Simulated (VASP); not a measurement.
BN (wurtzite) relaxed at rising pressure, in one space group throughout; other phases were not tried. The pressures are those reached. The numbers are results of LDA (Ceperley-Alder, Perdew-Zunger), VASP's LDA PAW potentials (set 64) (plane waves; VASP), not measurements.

```
P (GPa)  V (Å³/atom)   k-mesh
-------  -----------  -------
-0.34          5.769  10×10×5
5.00           5.695  10×10×5
10.00          5.629  10×10×6
19.96          5.508  10×10×6
29.95          5.397  10×10×6
```

A change of mesh leaves a small step in the series.

Q: Fit an equation of state and predict the volume at 45.14 GPa.

A: Least squares on the third-order Birch-Murnaghan form, P = (3B0/2)(y⁷ − y⁵)[1 + (3/4)(B′ − 4)(y² − 1)] with y = (V0/V)^(1/3), gives V0 = 5.764 Å³/atom, B0 = 405 GPa and B′ = 3.6, and so 5.246 Å³/atom. The run gave 5.245 Å³/atom, -0.0 % from the fit.

Pressures at which the relaxation failed are left out.

The compound is BN in the wurtzite structure, a metastable high-pressure form.
